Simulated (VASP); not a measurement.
These are LDA (Ceperley-Alder, Perdew-Zunger), VASP's LDA PAW potentials (set 64) (plane waves; VASP) values and carry that method's errors.

The input files of a VASP run:

File KPOINTS:
```
Regular mesh
0
Gamma
 12 12 12
```

INCAR:
```
SYSTEM = PdIn
PREC = Accurate
ENCUT = 500
EDIFF = 1E-6
NELM = 100
ALGO = Normal
LREAL = .FALSE.
LASPH = .TRUE.
ISMEAR = 1
SIGMA = 0.1
LMAXMIX = 4
LWAVE = .FALSE.
LCHARG = .FALSE.
IBRION = 2
ISIF = 3
NSW = 40
EDIFFG = -0.02
PSTRESS = 300
```

File POSCAR:
```
PdIn
1
    3.0754182964    -0.0000000000    -0.0000000000
    0.0000000000     3.0754182964    -0.0000000000
    0.0000000000     0.0000000000     3.0754182964
In Pd
1 1
Direct
  0.5000000000   0.5000000000   0.5000000000
  0.0000000000   0.0000000000   0.0000000000
```

POTCAR, in this order: In_d Pd (LDA.64 set). Program: vasp_std.

What will the output report for the number of irreducible k-points (NKPTS), largest plane-wave count, number of space-group operations, FFT grid (NGX, NGY, NGZ)?

```
Property                                       Value
--------------------------------------  ------------
number of irreducible k-points (NKPTS)            84
largest plane-wave count                         756
number of space-group operations                  48
FFT grid (NGX, NGY, NGZ)                24 × 24 × 24
```

The compound is PdIn in the CsCl type structure. It was relaxed first under an external pressure of 30 GPa. The electron count is odd and the run is not spin-polarised, which forces a metal.
